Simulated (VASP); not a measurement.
Method: PBE GGA, VASP's PBE PAW potentials (set 64) (plane waves; VASP).

VASP input:

File KPOINTS:
```
Automatic mesh
0
Gamma
11 11 11
0 0 0
```

### POSCAR
```
FeAl
2.96820
  1.0000000000   0.0000000000   0.0000000000
  0.0000000000   1.0000000000   0.0000000000
  0.0000000000   0.0000000000   1.0000000000
Al Fe
1 1
Cartesian
  0.5000000000   0.5000000000   0.5000000000
  0.0000000000   0.0000000000   0.0000000000
```

### INCAR
```
! general
SYSTEM   =  FeAl
PREC     =  Accurate
ENCUT    =  400   ! plane-wave cut-off (eV)
LREAL    =  .FALSE.
LASPH    =  .FALSE.   ! aspherical one-centre terms

! electronic loop
EDIFF    =  1E-6   ! SCF stop (eV)
NELM     =  100
ALGO     =  Normal
LMAXMIX  =  4

! smearing
ISMEAR   =  1
SIGMA    =  0.1

! functional
GGA      =  PE   ! PBE

! ions
ISIF     =  2   ! forces and stress, cell fixed

! output
LWAVE    =  .FALSE.
LCHARG   =  .FALSE.
```

POTCAR, in this order: Al Fe (PBE.64 set). Program: vasp_std.

The run wrote:

File OSZICAR:
```
       N       E                     dE             d eps       ncg     rms          rms(c)
DAV:   1     0.273071718282E+02    0.27307E+02   -0.41842E+03  1008   0.968E+02
DAV:   2    -0.133321163312E+02   -0.40639E+02   -0.39208E+02  1011   0.171E+02
DAV:   3    -0.144062213328E+02   -0.10741E+01   -0.10560E+01  1196   0.358E+01
DAV:   4    -0.144279957859E+02   -0.21774E-01   -0.21758E-01  1305   0.477E+00
DAV:   5    -0.144283416656E+02   -0.34588E-03   -0.34587E-03  1235   0.489E-01    0.132E+01
DAV:   6    -0.174390169619E+02   -0.30107E+01   -0.86651E+01  1147   0.138E+02    0.213E+01
DAV:   7    -0.125077132453E+02    0.49313E+01   -0.44813E+01  1129   0.869E+01    0.250E+00
DAV:   8    -0.124893145629E+02    0.18399E-01   -0.22620E-01  1045   0.519E+00    0.155E+00
DAV:   9    -0.124754611263E+02    0.13853E-01   -0.48951E-02  1200   0.341E+00    0.413E-01
DAV:  10    -0.124749701681E+02    0.49096E-03   -0.10188E-03  1193   0.363E-01    0.144E-01
DAV:  11    -0.124749577512E+02    0.12417E-04   -0.27361E-05  1321   0.586E-02    0.228E-02
DAV:  12    -0.124749565203E+02    0.12309E-05   -0.41619E-06  1094   0.224E-02    0.497E-03
DAV:  13    -0.124749561899E+02    0.33038E-06   -0.49039E-07   544   0.738E-03
   1 F= -.12474956E+02 E0= -.12474911E+02  d E =-.136701E-03
```

File OUTCAR:
```
------------------------ aborting loop because EDIFF is reached ----------------------------------------
  FORCE on cell =-STRESS in cart. coord.  units (eV):
  Direction    XX          YY          ZZ          XY          YZ          ZX
  --------------------------------------------------------------------------------------
  Total       -2.4622860     -2.4622860     -2.4622860      0.0000000      0.0000000     -0.0000000
  in kB     -150.8584320   -150.8584320   -150.8584320      0.0000000      0.0000000     -0.0000000
  external PRESSURE =    -150.8584320 kB  Pullay stress =       0.0000000 kB
  volume of cell :       26.15
      direct lattice vectors                 reciprocal lattice vectors
     2.968200000  0.000000000  0.000000000     0.336904521  0.000000000  0.000000000
     0.000000000  2.968200000  0.000000000     0.000000000  0.336904521  0.000000000
     0.000000000  0.000000000  2.968200000     0.000000000  0.000000000  0.336904521
 POSITION                                       TOTAL-FORCE (eV/Angst)
 -----------------------------------------------------------------------------------
      1.48410      1.48410      1.48410         0.000000      0.000000      0.000000
      0.00000      0.00000      0.00000         0.000000      0.000000      0.000000
 -----------------------------------------------------------------------------------
    total drift:                               -0.000000      0.000000     -0.000000
  FREE ENERGIE OF THE ION-ELECTRON SYSTEM (eV)
  ---------------------------------------------------
  free  energy   TOTEN  =       -12.4749561899 eV

  energy  without entropy=      -12.4748194890  energy(sigma->0) =      -12.47491062
```
(Selected blocks of OUTCAR.)

File OUTCAR:
```
 val. band max:        6.9214128148   @ k =   0.3636   0.1818   0.0000

 cond. band min:       6.9331828371   @ k =   0.0909   0.0909   0.0909


 Fermi energy:         6.9292038670

 k-point     1 :       0.0000    0.0000    0.0000
  band No.  band energies     occupation
      1      -2.8165      2.00000
      2       5.0378      2.00000
      3       5.0378      2.00000
      4       7.0776     -0.05672
      5       7.0776     -0.05672
      6       7.0776     -0.05672
      7      12.8750      0.00000
      8      12.8750      0.00000
      9      12.8750      0.00000

 k-point     2 :       0.0909    0.0000    0.0000
  band No.  band energies     occupation
      1      -2.6721      2.00000
      2       5.0126      2.00000
      3       5.0789      2.00000
      4       6.9917      0.13800
      5       6.9917      0.13800
      6       7.0861     -0.04900
      7      11.7407      0.00000
      8      13.0868      0.00000
      9      13.0868      0.00000

 k-point     3 :       0.1818    0.0000    0.0000
  band No.  band energies     occupation
      1      -2.2428      2.00000
      2       4.8540      2.00000
      3       5.1915      2.00000
      4       6.7791      2.05522
      5       6.7791      2.05522
      6       7.1089     -0.02907
      7      10.0336      0.00000
      8      13.6800      0.00000
      9      13.6800      0.00000

 k-point     4 :       0.2727    0.0000    0.0000
  band No.  band energies     occupation
      1      -1.5407      2.00000
      2       4.3188      2.00000
      3       5.3457      2.00000
      4       6.5311      2.00000
      5       6.5311      2.00000
      6       7.1393     -0.01140
      7       8.7698     -0.00000
      8      14.5714      0.00000
      9      14.5714      0.00000

 k-point     5 :       0.3636    0.0000    0.0000
  band No.  band energies     occupation
      1      -0.5882      2.00000
      2       3.2640      2.00000
      3       5.4944      2.00000
...
```

The compound is FeAl in the CsCl type structure. The cell was not relaxed at this level. The run is one of a series of settings (LASPH = .FALSE. against the base run), some of them coarse on purpose. The run is not spin-polarised, so no magnetic state was tried. The electron count is odd and the run is not spin-polarised, which forces a metal.
